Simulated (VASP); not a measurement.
Consider the following.

```
CELL_PARAMETERS angstrom
      0.00000     3.13551     3.13551
      3.13551     0.00000     3.13551
      3.13551     3.13551     0.00000
ATOMIC_POSITIONS crystal
  K  0.00000 0.00000 0.00000
  Cl 0.50000 0.50000 0.50000
```

Calculation: PBE GGA with D3 dispersion (Becke-Johnson damping), VASP's PBE PAW potentials (set 64) (plane waves; VASP 6.6.1). Numerical set-up: 520 eV cut-off, 8×8×8 Γ-centred mesh, tetrahedra with Blöchl corrections, potentials K_sv Cl.

Problem. Estimate the energy per atom (σ→0), band gap (on the k-mesh) with the smallest direct gap where there is one.

Solution. 
The band gap (on the k-mesh) is 5.22 eV. The smallest direct gap (on the k-mesh) comes out as 5.22 eV and the energy per atom (σ→0) is -3.596 eV/atom.

Total energies compare only between runs with the same potentials, cut-off and functional.

The compound is KCl in the rock salt structure. It was relaxed first.
